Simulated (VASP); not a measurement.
Here is the system:

```
MoSi2
1.0
   -1.64033     1.64033     3.93391
    1.64033    -1.64033     3.93391
    1.64033     1.64033    -3.93391
Si Mo
2 1
Direct
  0.66490   0.66490   0.00000
  0.33510   0.33510   0.00000
  0.00000   0.00000   0.00000
```

Level of theory: PBE GGA, VASP's PBE PAW potentials (set 64) (plane waves; VASP). Numerical set-up: 480 eV cut-off, 12×12×12 Γ-centred mesh, first-order Methfessel-Paxton smearing of 0.10 eV, potentials Si Mo_sv.

Problem. Which forces act on the atoms, in eV/Å?

Solution. 
```tsv
atom	Fx	Fy	Fz
Si1	0.000	0.000	-0.064
Si2	0.000	0.000	0.064
Mo3	0.000	0.000	0.000
```

Problem. Give the stress tensor in GPa (positive for a compressed cell).

Solution. 
```
-8.87   0.00   0.00
 0.00  -8.87   0.00
 0.00   0.00  -2.72
```
The pressure is its mean diagonal, -6.82 GPa.

The compound is MoSi2 in the MoSi2 type structure. This cell was strained or had an atom moved on purpose.
